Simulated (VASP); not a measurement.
Here is the system:

```xyz
1
Lattice="-1.5631 1.5631 1.5631 1.5631 -1.5631 1.5631 1.5631 1.5631 -1.5631" Properties=species:S:1:pos:R:3 pbc="T T T"
W      0.0000     0.0000     0.0000
```

Computed with LDA (Ceperley-Alder, Perdew-Zunger), VASP's LDA PAW potentials (set 64) (plane waves; VASP 6.6.1). Run with 500 eV cut-off, 16×16×16 Γ-centred mesh, first-order Methfessel-Paxton smearing of 0.10 eV, potentials W_sv.

Unless said otherwise, spin-orbit coupling is left out, though it shifts the bands of the heavy elements here.

Problem. Estimate the energy per atom (σ→0), pressure, band gap (on the k-mesh) with the smallest direct gap where there is one.

Solution. 
```yaml
band gap (on the k-mesh): none (metal, semimetal or under 0.01 eV)
energy per atom (σ→0): -14.106 eV/atom
pressure: 48.1 kbar
```

The absolute energy has meaning only against runs of the same code, potentials and settings.

The compound is W in the bcc structure. It was relaxed first under an external pressure of 5 GPa.
